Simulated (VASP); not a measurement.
```
CELL_PARAMETERS angstrom
     -2.77667     2.77667     5.45435
      2.77667    -2.77667     5.45435
      2.77667     2.77667    -5.45435
ATOMIC_POSITIONS crystal
  Ga 0.50000 0.50000 0.00000
  Ga 0.25000 0.75000 0.50000
  Cu 0.00000 0.00000 0.00000
  Cu 0.75000 0.25000 0.50000
  Se 0.87500 0.87500 0.50000
  Se 0.12500 0.62500 0.00000
  Se 0.37500 0.37500 0.50000
  Se 0.62500 0.12500 0.00000
```

All values below come from PBE GGA, VASP's PBE PAW potentials (set 64) (plane waves; VASP). Settings: 300 eV cut-off, 3×3×3 Γ-centred mesh, Fermi-Dirac smearing of 0.010 eV, potentials Ga_d Cu Se.

At this cut-off the stress carries a Pulay error, which pulls relaxed volumes low. Energy and stress use the plane-wave basis of the starting cell.

Question: The ions, cell shape and volume are relaxed. What does this cell relax into?

Answer: 
```
CELL_PARAMETERS angstrom
     -2.83074     2.83074     5.58335
      2.83074    -2.83074     5.58335
      2.83074     2.83074    -5.58335
ATOMIC_POSITIONS crystal
  Ga 0.50000 0.50000 0.00000
  Ga 0.25000 0.75000 0.50000
  Cu 0.00000 0.00000 0.00000
  Cu 0.75000 0.25000 0.50000
  Se 0.87500 0.88052 0.50552
  Se 0.11948 0.62500 0.99448
  Se 0.37500 0.36948 0.49448
  Se 0.63052 0.12500 0.00552
```
Space group I-42d (122), at a tolerance of 0.03 Å.

Question: How do energy and volume change from the first to the last step?

Answer: The energy (σ→0) changes by -23.8 meV/atom and the volume by +6.4 %, in 9 ionic steps.

The structure is a typed CuGaSe2 crystal. This run relaxes it. Symmetry was kept, so distortions that lower it aren't found. The k-mesh is coarse (spacing up to 0.52 per Å, 2π included), so the numbers may not be converged in it. The run is one of a series of settings (EDIFFG = -0.01, IBRION = 2, ISIF = 3, NSW = 50 against the base run), some of them coarse on purpose.
